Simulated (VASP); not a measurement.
A convergence study with VASP on TlCl (CsCl type): one setting is varied, all else stays as given below, so the limit is that of these other settings.

```xyz
2
Lattice="3.8400 0.0000 0.0000 0.0000 3.8400 0.0000 0.0000 0.0000 3.8400" Properties=species:S:1:pos:R:3 pbc="T T T"
Tl     0.0000     0.0000     0.0000
Cl     1.9200     1.9200     1.9200
```

The numbers are results of PBE GGA, VASP's PBE PAW potentials (set 64) (plane waves; VASP 6.6.1), not measurements. The tightest run used: 550 eV cut-off, 12×12×12 Monkhorst-Pack mesh, Gaussian smearing of 0.050 eV, potentials Tl_d Cl.

Problem. The settings run are 1×1×1 mesh; 2×2×2 mesh; 3×3×3 mesh; 4×4×4 mesh; 5×5×5 mesh; 6×6×6 mesh; 7×7×7 mesh; 8×8×8 mesh; 9×9×9 mesh; 10×10×10 mesh; 11×11×11 mesh; 12×12×12 mesh. From which on does the energy per atom stay within 0.01 eV/atom of the tightest run?

Solution. From 3×3×3 mesh on: it is off by 0.0021 there and by no more than 0.01 in any finer run, while 2×2×2 mesh is off by 0.0548.
| setting | E (eV/atom) | pressure (GPa) | irreducible k-points | difference judged (eV/atom) |
|---|---|---|---|---|
| 1×1×1 mesh | -3.3988 | -3.98 | 1 | 0.3956 |
| 2×2×2 mesh | -3.0580 | 0.47 | 1 | 0.0548 |
| 3×3×3 mesh | -3.0011 | 0.99 | 4 | 0.0021 |
| 4×4×4 mesh | -3.0045 | 1.08 | 4 | 0.0013 |
| 5×5×5 mesh | -3.0034 | 1.08 | 10 | 0.0002 |
| 6×6×6 mesh | -3.0033 | 1.09 | 10 | 0.0001 |
| 7×7×7 mesh | -3.0032 | 1.09 | 20 | 0.0000 |
| 8×8×8 mesh | -3.0032 | 1.09 | 20 | 0.0000 |
| 9×9×9 mesh | -3.0032 | 1.09 | 35 | 0.0000 |
| 10×10×10 mesh | -3.0032 | 1.09 | 35 | 0.0000 |
| 11×11×11 mesh | -3.0032 | 1.09 | 56 | 0.0000 |
| 12×12×12 mesh | -3.0032 | 1.10 | 56 | 0.0000 |

Left out are rungs that failed or repeat a setting and relaxations that didn't move; long series are thinned to 24 rows.

The compound is TlCl in the CsCl type structure. The cell was not relaxed at this level.
